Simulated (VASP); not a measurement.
Mg6CrNi: single point with PBE

The system is Mg6CrNi.

```
Ni Cr Mg
1.0
     4.82267    0.00000    0.00000
     0.00000    3.03269    5.23484
     0.00000   -3.03269    5.23484
Ni Cr Mg
1 1 6
Direct
  0.50000 0.83249 0.83249
  0.50000 0.33305 0.33305
  0.00000 0.17120 0.17120
  0.00000 0.67489 0.67489
  0.00000 0.66612 0.15581
  0.00000 0.15581 0.66612
  0.50000 0.83432 0.33214
  0.50000 0.33214 0.83432
```

The cell comes from a database or a generator and needn't be the stable form of this composition.

```json
{
  "Program": "VASP 6.6.1",
  "Task": "single point",
  "Functional": "PBE",
  "Potentials or basis": "VASP PAW PBE potentials, release 64 (Ni, Cr_pv, Mg)",
  "Cutoff": "520 eV",
  "k mesh": "6 × 5 × 5",
  "Occupations": "fermi-dirac, width 0.05 eV",
  "Spin": "collinear spin, ferromagnetic start",
  "Starting moments": "[1.0, 3.0, 0.0, 0.0, 0.0, 0.0, 0.0, 0.0] μB"
}
```

```json
{
  "Pressure": "0.1 GPa",
  "Largest force": "0.051 eV/Å",
  "Band gap on the k mesh": "none (metal or under the smearing width)",
  "Net moment": "3.83 μB per cell",
  "Site moments": "Ni -0.01; Cr +3.61; Mg -0.01, +0.00 μB",
  "Valence electrons inside the program's atomic spheres": "Ni 9.00; Cr 10.50; Mg 0.40, 0.38, 0.37"
}
```

Forces in eV/Å, atoms in the order of the input:
```
Ni   0.000  0.000 -0.031
Cr   0.000  0.000 -0.022
Mg   0.000  0.000  0.051
Mg   0.000  0.000  0.038
Mg   0.000 -0.004 -0.004
Mg   0.000  0.004 -0.004
Mg   0.000  0.009 -0.014
Mg   0.000 -0.009 -0.014
```

Stress tensor (GPa, compression positive):
```
 0.03  0.00  0.00
 0.00 -0.17  0.00
 0.00  0.00  0.35
```

Levels at points of the mesh, in eV from the Fermi level:
Spin up:
```csv
k point,band 16,band 17,band 18,band 19,band 20,band 21,band 22,band 23
"(0.00, 0.00, 0.00)",-1.12,-0.78,-0.78,-0.66,-0.46,0.54,1.16,3.53
"(0.50, 0.00, 0.00)",-0.78,-0.74,-0.70,-0.67,-0.37,-0.24,0.74,1.35
```
Spin down:
| k point | band 11 | band 12 | band 13 | band 14 | band 15 | band 16 | band 17 | band 18 | band 19 | band 20 |
| --- | --- | --- | --- | --- | --- | --- | --- | --- | --- | --- |
| (0.00, 0.00, 0.00) | -1.52 | -1.23 | -1.20 | -1.12 | -0.75 | -0.55 | 0.21 | 1.13 | 1.59 | 2.04 |
| (0.50, 0.00, 0.00) | -0.92 | -0.91 | -0.72 | -0.63 | -0.48 | -0.37 | -0.12 | 0.09 | 0.42 | 0.47 |

Wall time 5 min on 1 thread of Intel(R) Xeon(R) 6975P-C (Granite Rapids), on a shared host, peak memory 0.52 GiB.
